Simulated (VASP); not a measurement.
Given:

```xyz
1
Lattice="0.0000 1.9016 1.9016 1.9016 0.0000 1.9016 1.9016 1.9016 0.0000" Properties=species:S:1:pos:R:3 pbc="T T T"
Rh     0.0000     0.0000     0.0000
```

These are optB86b-vdW, VASP's PBE PAW potentials (set 64) (plane waves; VASP) values and carry that method's errors. Settings: 520 eV cut-off, Gaussian smearing of 0.050 eV, potentials Rh_pv.

Give the energies of bands 4 to 9 at the high-symmetry points, in eV from the Fermi level.

```
band      Γ      X      U      L      W
----  -----  -----  -----  -----  -----
4     -7.94  -6.30  -5.49  -6.11  -5.00
5     -3.08  -5.93  -4.74  -3.15  -3.78
6     -3.08   0.54  -2.04  -3.15  -3.78
7     -3.08   0.99  -0.69   0.57  -1.21
8     -0.99   0.99   0.38   0.57   0.99
9     -0.99   3.30   7.90   0.79   9.65
```

It has no gap at this level: it comes out as a metal or semimetal.

The compound is Rh in the fcc structure. It was relaxed first.
